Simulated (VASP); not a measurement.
Here is the system:

```
LiCl
1.0
    0.00000     2.59545     2.59545
    2.59545     0.00000     2.59545
    2.59545     2.59545     0.00000
Li Cl
1 1
Direct
  0.00000   0.00000   0.00000
  0.50000   0.50000   0.50000
```

The numbers are results of HSEsol screened hybrid, VASP's PBE PAW potentials (set 64) (plane waves; VASP), not measurements. Settings: 520 eV cut-off, 6×6×6 Γ-centred mesh, Gaussian smearing of 0.050 eV, potentials Li_sv Cl.

Q: Give the stress tensor in GPa (positive for a compressed cell).

A: 
```
-2.56   0.00   0.00
 0.00  -2.56   0.00
 0.00   0.00  -2.56
```
The pressure is its mean diagonal, -2.56 GPa.

The compound is LiCl in the rock salt structure. This cell is one point of a volume scan, at 1.03 of the reference volume. The cell's shape comes from a PBE relaxation.
